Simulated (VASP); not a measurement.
## Ru under uniaxial stress along [0001]

Wanted: the elastic response of Ru to uniaxial stress along [0001], with a fit that predicts a row left out.

Program: VASP 6.6.1. Level of theory: PBEsol; plane waves and PAW (Ru_pv), in the first sound run; inputs show where later runs differ. Results are calculated unless marked as measured.

### Step 1. Set-up

It takes space group P6_3/mmc (No. 194, hexagonal). Conventional cell: a = 2.700 Å, b = 2.700 Å, c = 4.277 Å, α = 90.00°, β = 90.00°, γ = 120.00°. Nearest to Ru lie 12 Ru at 2.65 to 2.70 Å.

### Step 2. Relax the crystal, PBEsol

The series starts from the cell that this level prefers, so that zero strain is near zero stress.

This step took 2 runs in a row; the last is shown.

Level: PBEsol; plane waves and PAW (Ru_pv).

Input file INCAR:

```
SYSTEM = Ru
PREC = Accurate
ENCUT = 450
EDIFF = 1E-07
NELM = 120
ISMEAR = 1
SIGMA = 0.15
LREAL = .FALSE.
ALGO = Normal
GGA = PS
NBANDS = 20
LASPH = .TRUE.
LORBIT = 11
LWAVE = .FALSE.
LCHARG = .FALSE.
KPAR = 8
IBRION = 2
NSW = 40
ISIF = 3
EDIFFG = -0.005
POTIM = 0.4
```

Input file POSCAR:

```
Ru
1.0
    2.6904849033      0.0000000000      0.0000000000
   -1.3452424516      2.3300282747      0.0000000000
    0.0000000000      0.0000000000      4.2469971279
Ru
2
Direct
    0.0000000000      0.0000000000      0.0000000000
    0.3333333333      0.6666666667      0.5000000000
```

Input file KPOINTS:

```
Automatic mesh
0
Gamma
25 25 14
0 0 0
```

Potentials, in the order of the species: Ru_pv (PBE family, release 64).

Command:

```
$ mpirun -np 8 vasp_std
```

Output:

```text
[banner, memory and clock lines left out]
running    8 mpi-ranks, on    1 nodes
[...]
|                                                                             |
|           W    W    AA    RRRRR   N    N  II  N    N   GGGG   !!!           |
|           W    W   A  A   R    R  NN   N  II  NN   N  G    G  !!!           |
|           W    W  A    A  R    R  N N  N  II  N N  N  G       !!!           |
|           W WW W  AAAAAA  RRRRR   N  N N  II  N  N N  G  GGG   !            |
|           WW  WW  A    A  R   R   N   NN  II  N   NN  G    G                |
|           W    W  A    A  R    R  N    N  II  N    N   GGGG   !!!           |
|                                                                             |
|     For optimal performance we recommend to set                             |
|       NCORE = 2 up to number-of-cores-per-socket                            |
|     NCORE specifies how many cores store one orbital (NPAR=cpu/NCORE).      |
|     This setting can greatly improve the performance of VASP for DFT.       |
[...]
|     You enforced a specific xc type in the INCAR file but a different       |
|     [... a line on the potential file left out ...]
|     I HOPE YOU KNOW WHAT YOU ARE DOING!                                     |
|                                                                             |

 LDA part: xc-table for (Slater+PW92), standard interpolation
 POSCAR, INCAR and KPOINTS ok, starting setup
[...]
entering main loop
       N       E                     dE             d eps       ncg     rms          rms(c)
DAV:   1     0.263570375454E+03    0.26357E+03   -0.15699E+04 20824   0.138E+03
DAV:   2    -0.163578757323E+02   -0.27993E+03   -0.27219E+03 21420   0.435E+02
DAV:   3    -0.218848912720E+02   -0.55270E+01   -0.54830E+01 24012   0.684E+01
DAV:   4    -0.219300650452E+02   -0.45174E-01   -0.45119E-01 25556   0.597E+00
[...]
DAV:  10    -0.203424910059E+02    0.16782E-04   -0.19016E-04 23364   0.140E-01    0.258E-02
DAV:  11    -0.203424929310E+02   -0.19251E-05   -0.49326E-06 24200   0.211E-02    0.157E-03
DAV:  12    -0.203424928906E+02    0.40407E-07   -0.25942E-07 21120   0.472E-03
   1 F= -.20342493E+02 E0= -.20342584E+02  d E =-.203425E+02
[...]
reached required accuracy - stopping structural energy minimisation
```

Run time: 15 s. Hardware: 8 MPI ranks of Intel Xeon 6975P-C (Granite Rapids), shared host; peak memory 2.1 GiB.

The logs omit lines about the potential files and the build; timing stands in the text.

Parts of OUTCAR (step 2):

```text
  Total        0.0009592      0.0009592      0.0036007      0.0000000      0.0000000      0.0000000
  in kB        0.0577212      0.0577212      0.2166817      0.0000000      0.0000000      0.0000000
  external PRESSURE =       0.1107080 kB  Pullay stress =       0.0000000 kB

 POSITION                                       TOTAL-FORCE (eV/Angst)
 -----------------------------------------------------------------------------------
      0.00000      0.00000      0.00000        -0.000000     -0.000000      0.000000
     -0.00000      1.55335      2.12350         0.000000      0.000000      0.000000
 -----------------------------------------------------------------------------------
    total drift:                                0.000000     -0.000000     -0.000000

  FREE ENERGIE OF THE ION-ELECTRON SYSTEM (eV)
  ---------------------------------------------------
  free  energy   TOTEN  =       -20.3424928906 eV

  energy  without entropy=      -20.3427655110  energy(sigma->0) =      -20.34258376

 reached required accuracy - stopping structural energy minimisation

[... 3 further parts left out ...]
[key lines of the parts left out:]
E-fermi :  13.0489
```

This run gave:

```
energy(sigma→0) of the program : -20.3426 eV
stress, compression positive   : xx, yy, zz 0.01, 0.01, 0.02 GPa
volume                         : 26.624 Å³
ionic steps                    : 1
```

### Step 3. Strain across the axis, PBEsol

One member in full: the axis is strained by -2 %, and the two directions across it are strained alike until their mean stress is under 0.012 GPa or five steps are spent.

This step took 4 runs, each at a new trial strain with the atoms of the one before; the last is shown.

Level: PBEsol; plane waves and PAW (Ru_pv).

INCAR, as its differences from that of step 2:

```diff
@@ -15,7 +15,7 @@
 LCHARG = .FALSE.
-KPAR = 8
-IBRION = 2
-NSW = 40
-ISIF = 3
-EDIFFG = -0.005
-POTIM = 0.4
+KPAR = 2
+IBRION = 1
+NSW = 25
+ISIF = 2
+EDIFFG = -0.004
+POTIM = 0.3
```

Input file POSCAR:

```
Ru
1.0
    2.7038822820      0.0000000000      0.0000000000
   -1.3519411410      2.3416307450      0.0000000000
    0.0000000000      0.0000000000      4.1620571850
Ru
2
Direct
    0.0000000000      0.0000000000      0.0000000000
    0.3333333333      0.6666666667      0.5000000000
```

KPOINTS is that of step 2.

Command:

```
$ mpirun -np 2 vasp_std
```

Output:

```text
[banner, memory and clock lines left out]
running    2 mpi-ranks, on    1 nodes
[...]
[... a notice as in an earlier step ...]

 LDA part: xc-table for (Slater+PW92), standard interpolation
 POSCAR, INCAR and KPOINTS ok, starting setup
[...]
entering main loop
       N       E                     dE             d eps       ncg     rms          rms(c)
DAV:   1     0.263378073374E+03    0.26338E+03   -0.15658E+04 20824   0.138E+03
DAV:   2    -0.163086179043E+02   -0.27969E+03   -0.27182E+03 21464   0.435E+02
DAV:   3    -0.218415090456E+02   -0.55329E+01   -0.54930E+01 23952   0.685E+01
DAV:   4    -0.218861234475E+02   -0.44614E-01   -0.44575E-01 25932   0.596E+00
[...]
DAV:  11    -0.203205099440E+02   -0.16866E-05   -0.63366E-06 24064   0.244E-02    0.198E-03
DAV:  12    -0.203205098304E+02    0.11363E-06   -0.32396E-07 23208   0.523E-03    0.131E-03
DAV:  13    -0.203205097474E+02    0.83007E-07   -0.18808E-08 14676   0.147E-03
   1 F= -.20320510E+02 E0= -.20320755E+02  d E =-.203205E+02
 BRION: g(F)=  0.495E-49 g(S)=  0.000E+00
 reached required accuracy - stopping structural energy minimisation
```

It took 40 s on 2 MPI ranks; peak memory 0.53 GiB; 78 s of CPU time.

OUTCAR, selected parts (step 3):

```text
  Total       -0.0001690     -0.0001690      2.1554747     -0.0000000      0.0000000      0.0000000
  in kB       -0.0102771     -0.0102771    131.0506822     -0.0000000      0.0000000      0.0000000
  external PRESSURE =      43.6767093 kB  Pullay stress =       0.0000000 kB

 POSITION                                       TOTAL-FORCE (eV/Angst)
 -----------------------------------------------------------------------------------
      0.00000      0.00000      0.00000        -0.000000      0.000000      0.000000
     -0.00000      1.56109      2.08103         0.000000     -0.000000      0.000000
 -----------------------------------------------------------------------------------
    total drift:                                0.000000     -0.000000     -0.000000

  FREE ENERGIE OF THE ION-ELECTRON SYSTEM (eV)
  ---------------------------------------------------
  free  energy   TOTEN  =       -20.3205097474 eV

  energy  without entropy=      -20.3212448636  energy(sigma->0) =      -20.32075479

[... 2 parts as in an earlier step ...]

[... 2 further parts left out ...]
[key lines of the parts left out:]
E-fermi :  13.2560
```

Read from the output:

| Item | Value |
| --- | --- |
| energy(sigma→0) of the program | -20.3208 eV |
| stress, compression positive | xx, yy, zz 0.00, 0.00, 13.11 GPa |
| ionic steps | 1 |

### Step 4. All members

The other members went through these steps as far as the tables show, with the same cutoff and, step by step, the same mesh; 31 runs are not shown. The session took 0.81 core hours (wall time by ranks) on a shared machine.

```tsv
strain along the axis (%)	strain across the axis (%)	stress along the axis, tension positive (GPa)	energy above the unstrained row, extrapolated to no smearing (meV/atom)
-2.000	0.498	-13.105	10.915
-1.500	0.365	-9.707	6.105
-1.000	0.240	?	?
-0.500	0.119	-3.156	0.694
0	0.000	-0.022	0.000
0.500	-0.113	3.038	0.581
1.000	-0.224	6.005	2.400
1.500	-0.330	8.910	5.412
2.000	-0.430	11.758	9.597
```

### Step 5. Stress from the known rows

Fitting a parabola to the 8 known rows (e: strain in %) gives stress = − 0.1632 e² + 6.210 e − 0.02556 in GPa; the residuals are 0.011 GPa r.m.s.

For the withheld row, e = -1, the fit gives -6.399 GPa.

### Step 6. Checking the prediction

The calculation gives -6.390 GPa, so the prediction is 0.009 GPa too low, within twice the residual of the fit.

Slopes at zero strain, from cubics through all rows: strain ratio -0.232, stress over strain 619 GPa.

### Step 7. Results

```json
{"error of the predicted stress": "-0.009 GPa", "Poisson ratio": "0.232", "Young's modulus along the axis": "619 GPa"}
```

As a check, the curvature of the energy gives 615 GPa for the same modulus (energy per volume = E/2 × strain²), 1 % from the slope of the stress. The energy also has a linear term worth 0.12 GPa that the stress column lacks, a mark of the finite basis or of the smearing. These are static values: temperature and zero-point motion are left out. In a metal the slopes also depend on mesh and smearing, which were held through the series.

[Lines on the potential files, build, host, timing and source positions are cut from VASP's logs without a mark.]

[Logs are printed without paths, hosts, clocks, repeated set-up lines and the standing remarks that a program may print on its own settings, such as how far it seeks lower states.]

[Hosts, paths, dates, database ids (printed as entryN), source tags and the programs' standing remarks are cut or masked in the printed files.]

[In band tables of VASP the shares of atoms and orbitals are scaled to a sum of 1 inside the atoms' spheres.]
